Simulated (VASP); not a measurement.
# Nb2GeS2 (P-3m1) in VASP: single point with PBE

Aim: the single point of Nb2GeS2 with PBE.

All numbers are computed with VASP 6.6.1; they aren't measurements. Logs are shortened: lines on timing, memory, paths and dates and some standing lists are left out, and cuts for length are marked.

### Step 1. The structure

Symmetry: P-3m1, No. 164, trigonal system. Conventional cell: a = 3.421 Å, b = 3.421 Å, c = 8.944 Å, α = 90.00°, β = 90.00°, γ = 120.00°. Nb (site symmetry 3m) has 3 Ge at 2.34 Å and 3 S at 2.62 Å as nearest neighbours. S (site symmetry 3m) is surrounded by 3 Nb at 2.62 Å. Ge (site symmetry -3m) is surrounded by 6 Nb at 2.34 Å.

The cell was built by a generator and needn't be a form met in nature.

### Step 2. Single point, PBE

INCAR reads:

```
SYSTEM = Nb2GeS2
  PREC = Accurate
  ENCUT = 520
  EDIFF = 1E-6
  ISMEAR = -1
  SIGMA = 0.0558
  LREAL = .False.
  LASPH = .True.
  NELM = 100
  ALGO = Normal
  ISIF = 2
  LWAVE = .False.
  LCHARG = .False.
  GGA = PE
  NBANDS = 34
```

KPOINTS reads:

```
regular mesh
0
Gamma
  6 6 2
  0 0 0
```

POSCAR reads:

```
Nb2GeS2
1.0
    3.4208800000      0.0000000000      0.0000000000
   -1.7104400000      2.9625720000      0.0000000000
    0.0000000000      0.0000000000      8.9440990000
Nb S Ge
2 2 1
Direct
    0.3333000000      0.6667000000      0.1410000000
    0.6667000000      0.3333000000      0.8590000000
    0.3333000000      0.6667000000      0.6670000000
    0.6667000000      0.3333000000      0.3330000000
    0.0000000000      0.0000000000      0.0000000000
```

Potentials or basis: VASP PAW PBE potentials, release 64 (Nb_sv, S, Ge_d).

Command:

```bash
$ cat potpaw_PBE.64/Nb_sv/POTCAR potpaw_PBE.64/S/POTCAR potpaw_PBE.64/Ge_d/POTCAR > POTCAR
$ mpirun -np 1 vasp_std > vasp.out
```

OUTCAR:

```text
SYSTEM = Nb2GeS2
   PREC = Accurate
   ENCUT = 520
   EDIFF = 1E-6
   ISMEAR = -1
   LREAL = .False.
   LASPH = .True.
   NELM = 100
   ISIF = 2
   GGA = PE

 ion  position               nearest neighbor table
   1  0.333  0.667  0.141-   5 2.34   5 2.34   5 2.34   4 2.62   4 2.62   4 2.62
   2  0.667  0.333  0.859-   5 2.34   5 2.34   5 2.34   3 2.62   3 2.62   3 2.62
   3  0.333  0.667  0.667-   2 2.62   2 2.62   2 2.62
   4  0.667  0.333  0.333-   1 2.62   1 2.62   1 2.62
   5  0.000  0.000  0.000-   1 2.34   2 2.34   2 2.34   1 2.34   2 2.34   1 2.34

  LATTYP: Found a hexagonal cell.
 ALAT       =     3.4208800000
 C/A-ratio  =     2.6145608732

  Lattice vectors:

 A1 = (   3.4208800000,   0.0000000000,   0.0000000000)
 A2 = (  -1.7104400000,   2.9625720000,   0.0000000000)
 A3 = (   0.0000000000,   0.0000000000,   8.9440990000)

Analysis of symmetry for initial positions (statically):
=====================================================================
 Subroutine PRICEL returns:
 Original cell was already a primitive cell.

 Routine SETGRP: Setting up the symmetry group for a
 hexagonal supercell.

 Subroutine GETGRP returns: Found  4 space group operations
 (whereof  4 operations were pure point group operations)
 out of a pool of 24 trial point group operations.

The static configuration has the point symmetry C_2h.

Analysis of symmetry for dynamics (positions and initial velocities):
=====================================================================
 Subroutine PRICEL returns:
 Original cell was already a primitive cell.

 Routine SETGRP: Setting up the symmetry group for a
 hexagonal supercell.

 Subroutine GETGRP returns: Found  4 space group operations
 (whereof  4 operations were pure point group operations)
 out of a pool of 24 trial point group operations.

The dynamic configuration has the point symmetry C_2h.

 Subroutine INISYM returns: Found  4 space group operations
 (whereof  4 operations are pure point group operations),
 and found     1 'primitive' translations

----------------------------------------------------------------------------------------

                                     Primitive cell

  volume of cell :      90.6449

  direct lattice vectors                    reciprocal lattice vectors
     3.420880000  0.000000000  0.000000000     0.292322443  0.168772270  0.000000000
    -1.710440000  2.962572000  0.000000000     0.000000000  0.337544539  0.000000000
     0.000000000  0.000000000  8.944099000     0.000000000  0.000000000  0.111805560

  length of vectors
     3.420880000  3.420882613  8.944099000     0.337544797  0.337544539  0.111805560

  position of ions in fractional coordinates (direct lattice)
     0.333300000  0.666700000  0.141000000
     0.666700000  0.333300000  0.859000000
     0.333300000  0.666700000  0.667000000
     0.666700000  0.333300000  0.333000000
     0.000000000  0.000000000  0.000000000

  ion indices of the primitive-cell ions
   primitive index   ion index
                 1           1
                 2           2
                 3           3
                 4           4
                 5           5

----------------------------------------------------------------------------------------

 KPOINTS: regular mesh

Automatic generation of k-mesh.
 Grid dimensions read from file:
 generate k-points for:    6    6    2

 Generating k-lattice:

  Cartesian coordinates                     Fractional coordinates (reciprocal lattice)
     0.048720407  0.028128712  0.000000000     0.166666667 -0.000000000  0.000000000
     0.000000000  0.056257423  0.000000000     0.000000000  0.166666667  0.000000000
     0.000000000  0.000000000  0.055902780     0.000000000  0.000000000  0.500000000

  Length of vectors
     0.056257466  0.056257423  0.055902780

  Shift w.r.t. Gamma in fractional coordinates (k-lattice)
     0.000000000  0.000000000  0.000000000

 Subroutine IBZKPT returns following result:
 ===========================================

 Found     26 irreducible k-points:

 Following reciprocal coordinates:
            Coordinates               Weight
  0.000000  0.000000  0.000000      1.000000
  0.166667  0.000000  0.000000      4.000000
 -0.166667  0.166667  0.000000      2.000000
  0.333333  0.000000  0.000000      4.000000
 -0.333333  0.333333  0.000000      2.000000
  0.500000  0.000000  0.000000      2.000000
[... 16 lines left out ...]
  0.333333  0.166667  0.500000      4.000000
 -0.166667  0.500000  0.500000      4.000000
 [... further k-points ...]
   k-points           NKPTS =     26   k-points in BZ     NKDIM =     26   number of bands    NBANDS=     34
   number of dos      NEDOS =    301   number of ions     NIONS =      5
   total plane-waves  NPLWV =  54880
   dimension x,y,z NGX =    28 NGY =   28 NGZ =   70
   dimension x,y,z NGXF=    56 NGYF=   56 NGZF=  140
   ions per type =               2   2   1
   NGX,Y,Z   is equivalent  to a cutoff of  13.61, 13.61, 13.01 a.u.
   NGXF,Y,Z  is equivalent  to a cutoff of  27.21, 27.21, 26.02 a.u.
 SYSTEM =  Nb2GeS2
   PREC   = accura    normal or accurate (medium, high low for compatibility)
   ISTART =      0    job   : 0-new  1-cont  2-samecut
   ICHARG =      2    charge: 1-file 2-atom 10-const
   ISPIN  =      1    spin polarized calculation?
   LNONCOLLINEAR =      F non collinear calculations
   LSORBIT =      F    spin-orbit coupling
   LASPH  =      T    aspherical Exc in radial PAW
   ENCUT  =  520.0 eV  38.22 Ry    6.18 a.u.   6.36  6.36 16.63*2*pi/ulx,y,z
   NELM   =    100;   NELMIN=  2; NELMDL= -5     # of ELM steps
   EDIFF  = 0.1E-05   stopping-criterion for ELM
   LREAL  =      F    real-space projection
   EDIFFG = 0.1E-04   stopping-criterion for IOM
   NSW    =      0    number of steps for IOM
   IBRION =     -1    ionic relax: 0-MD 1-quasi-New 2-CG
   NFREE  =      0    steps in history (QN), initial steepest desc. (CG)
   ISIF   =      2    stress and relaxation
   ISYM   =      2    0-nonsym 1-usesym 2-fastsym
   POTIM  = 0.5000    time-step for ionic-motion
   TEBEG  =    0.0;   TEEND  =   0.0 temperature during run
   PSTRESS=    0.0 pullay stress
   NELECT =      52.0000    total number of electrons
   NUPDOWN=      -1.0000    fix difference up-down
   EMIN   =  10.00;   EMAX   =-10.00  energy-range for DOS
   EFERMI =   0.00;   METHOD = LEGACY
   ISMEAR =    -1;   SIGMA  =   0.06  broadening in eV -4-tet -1-fermi 0-gaus
   EFERMI_NEDOS =   21; number of points for ismear=-14 and -15
   IALGO  =     38    algorithm
   IMIX   =      4    mixing-type and parameters
     AMIX     =   0.40;   BMIX     =  1.00
     AMIX_MAG =   1.60;   BMIX_MAG =  1.00
  volume/ion in A,a.u.               =      18.13       122.34
  Fermi-wavevector in a.u.,A,eV,Ry     =   1.360280  2.570556 25.175682  1.850360
  Thomas-Fermi vector in A             =   2.486955
   LORBIT       =      0    0 simple, 1 ext, 2 COOP (PROOUT), +10 PAW based schemes
   GGA     = PE    functional components
   LHFCALC =     F    Hartree Fock is set to
   AEXX    =    0.0000 exact exchange contribution
   IVDW    =     0    specifies the selected vdW correction
   LEPSILON=     F    determine dielectric tensor
   LRPA    =     F    only Hartree local field effects (RPA)
 non-spin polarized calculation
  energy-cutoff  :      520.00
  volume of cell :       90.64
 maximum number of plane-waves:      2458
 NGX is ok and might be reduce to    28
   NGX = 13   NGY = 13   NGZ = 33

 number of electron      51.9999998 magnetization

 Free energy of the ion-electron system (eV)
  ---------------------------------------------------
  ext. energy  EPLUGINS =         0.00000000
  ---------------------------------------------------
  free energy    TOTEN  =       -33.96743768 eV

  energy without entropy =      -33.95918271  energy(sigma->0) =      -33.96331020

 E-fermi :   7.7518     XC(G=0): -11.0662

 val. band max:        7.5819410794   @ k =   0.5000   0.3333   0.5000
 cond. band min:       7.9433863171   @ k =   0.0000   0.0000   0.5000
 fundamental gap:      0.3614452377
 Fermi energy:         7.7517799013

 k-point     1 :       0.0000    0.0000    0.0000
  band No.  band energies     occupation
      1     -47.3883      2.00000
      2     -47.3358      2.00000
      3     -23.7287      2.00000
      4     -23.4933      2.00000
      5     -23.4932      2.00000
      6     -23.3750      2.00000
[... 26 lines left out ...]
     33      11.0598      0.00000
     34      13.8652      0.00000

 k-point     2 :       0.1667    0.0000    0.0000
  band No.  band energies     occupation
      1     -47.3781      2.00000
      2     -47.3325      2.00000
      3     -23.7080      2.00000
      4     -23.5689      2.00000
      5     -23.5048      2.00000
      6     -23.4519      2.00000
[... 26 lines left out ...]
     33      12.1124      0.00000
     34      14.7959      0.00000

 k-point     3 :      -0.1667    0.1667    0.0000
  band No.  band energies     occupation
      1     -47.3781      2.00000
      2     -47.3325      2.00000
      3     -23.7080      2.00000
      4     -23.5689      2.00000
      5     -23.5048      2.00000
      6     -23.4519      2.00000
[... 26 lines left out ...]
     33      12.1122      0.00000
     34      14.8297      0.00000
[... 704 lines left out ...]
 k-point    23 :       0.3333    0.1667    0.5000
  band No.  band energies     occupation
      1     -47.3429      2.00000
      2     -47.3274      2.00000
      3     -23.7726      2.00000
      4     -23.7029      2.00000
      5     -23.5903      2.00000
      6     -23.5015      2.00000
[... 26 lines left out ...]
     33      12.7322      0.00000
     34      13.2580      0.00000

 k-point    24 :      -0.1667    0.5000    0.5000
  band No.  band energies     occupation
      1     -47.3429      2.00000
      2     -47.3274      2.00000
      3     -23.7726      2.00000
      4     -23.7029      2.00000
      5     -23.5903      2.00000
      6     -23.5014      2.00000
[... 26 lines left out ...]
     33      12.7306      0.00000
     34      13.2466      0.00000

 [... further k-points ...]

------------------------ aborting loop because EDIFF is reached ----------------------------------------

  FORCE on cell =-STRESS in cart. coord.  units (eV):
  Direction    XX          YY          ZZ          XY          YZ          ZX
  --------------------------------------------------------------------------------------
  -------------------------------------------------------------------------------------
  Total       13.2981864     13.2917358      8.5814947     -0.0056099     -0.0019584      0.0033919
  in kB      235.0496705    234.9356536    151.6806463     -0.0991560     -0.0346147      0.0599538
  external PRESSURE =     207.2219901 kB  Pullay stress =       0.0000000 kB

 VOLUME and BASIS-vectors are now :
 -----------------------------------------------------------------------------
  energy-cutoff  :      520.00
  volume of cell :       90.64
      direct lattice vectors                 reciprocal lattice vectors
     3.420880000  0.000000000  0.000000000     0.292322443  0.168772270  0.000000000
    -1.710440000  2.962572000  0.000000000     0.000000000  0.337544539  0.000000000
     0.000000000  0.000000000  8.944099000     0.000000000  0.000000000  0.111805560

 POSITION                                       TOTAL-FORCE (eV/Angst)
 -----------------------------------------------------------------------------------
     -0.00017      1.97515      1.26112         0.004218     -0.002435      6.578858
      1.71061      0.98743      7.68298        -0.004218      0.002435     -6.578858
     -0.00017      1.97515      5.96571         0.001228     -0.000709      1.429354
      1.71061      0.98743      2.97838        -0.001228      0.000709     -1.429354
      0.00000      0.00000      0.00000        -0.000000      0.000000      0.000000
 -----------------------------------------------------------------------------------
    total drift:                                0.000000      0.000000      0.000000

  FREE ENERGIE OF THE ION-ELECTRON SYSTEM (eV)
  ---------------------------------------------------
  free  energy   TOTEN  =       -33.9674376787 eV

  energy  without entropy=      -33.9591827118  energy(sigma->0) =      -33.96331020
```

It took 74 s on 1 thread of Intel Xeon Platinum 8488C (Sapphire Rapids), shared host; peak memory 0.25 GiB.

What came out:

| Quantity | Value |
| --- | --- |
| Free energy | -33.9674 eV |
| Pressure | 20.7 GPa |
| Largest force | 6.579 eV/Å |
| Band gap on the k mesh | none (metal or under the smearing width) |

Forces on the atoms (eV/Å):
```
Nb   0.004 -0.002  6.579
Nb  -0.004  0.002 -6.579
S    0.001 -0.001  1.429
S   -0.001  0.001 -1.429
Ge   0.000  0.000  0.000
```

Stress tensor (GPa, compression positive):
```
23.50 -0.01  0.01
-0.01 23.49  0.00
 0.01  0.00 15.17
```

Levels at points of the mesh, in eV from the Fermi level:
```
           k point  band 23  band 24  band 25  band 26  band 27  band 28  band 29  band 30
(0.00, 0.00, 0.00)    -0.71    -0.71    -0.41    -0.35     0.49     0.49     1.53     1.54
(0.50, 0.00, 0.00)    -1.82    -1.78    -1.53    -0.76     1.69     1.79     2.22     2.71
(0.50, 0.50, 0.00)    -1.82    -1.78    -1.52    -0.76     1.69     1.79     2.22     2.71
(0.00, 0.00, 0.50)    -1.67    -0.70    -0.70     0.19     0.36     0.36     1.54     1.54
(0.50, 0.00, 0.50)    -1.94    -1.90    -1.67    -0.54     1.69     1.78     2.17     2.73
(0.50, 0.50, 0.50)    -1.94    -1.90    -1.67    -0.54     1.69     1.78     2.17     2.73
```

Caveat: so large a pressure means that the cell lies far from this level's equilibrium, or that cutoff or potentials fall short; this functional lacks dispersion, which binds the layers, so the pressure and a relaxed spacing across them are unreliable; forces of over 1 eV/Å show positions far from the minimum, so gaps and moduli don't describe the material at rest.
